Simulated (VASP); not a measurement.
Here is a VASP 6.6.1 calculation.

Contents of INCAR:

```
SYSTEM = TlO2
PREC = Accurate
ENCUT = 520
EDIFF = 1E-7
ISMEAR = -1
SIGMA = 0.05
LREAL = .False.
LASPH = .True.
NELM = 100
ALGO = Normal
ISIF = 2
LWAVE = .False.
LCHARG = .False.
GGA = PE
NBANDS = 34
```

KPOINTS

```
Automatic mesh
0
Gamma
  3 3 4
  0 0 0
```

The input POSCAR:

```
TlO2
1.0
    4.4182860000      0.0821980000     -0.8266910000
    0.5575500000      4.9460160000     -1.1265230000
   -0.2442850000      0.2136870000      4.3159210000
Tl O
2 4
Direct
    0.2247800254      0.3211644483      0.6723199432
    0.2877724406      0.8596960985      0.0868841934
    0.7511480411      0.5956263388      0.9609650166
    0.6870898651      0.1234339497      0.4159040888
    0.9624197622      0.7686602521      0.4430410586
    0.6444907616      0.5419002128      0.5984033919
```

Potentials or basis: VASP PAW PBE potentials, release 64 (Tl_d, O).

The run is started by

```bash
$ cat potpaw_PBE.64/Tl_d/POTCAR potpaw_PBE.64/O/POTCAR > POTCAR
$ mpirun -np 1 vasp_std > vasp.out
```

Task: Predict the pressure.

Result: 0.6 GPa.

Task: What does it give for the band gap on the k mesh?

Result: None (metal or under the smearing width).

Task: Predict the largest force.

Result: 3.162 eV/Å.

Stress tensor (GPa, compression positive):
```
-1.64  1.59 -2.60
 1.59  5.09  3.33
-2.60  3.33 -1.67
```

Caveat: the k mesh is coarse (spacing up to 0.48 Å⁻¹), so the values aren't converged. Spin-orbit coupling is left out, which matters for the levels of Tl.
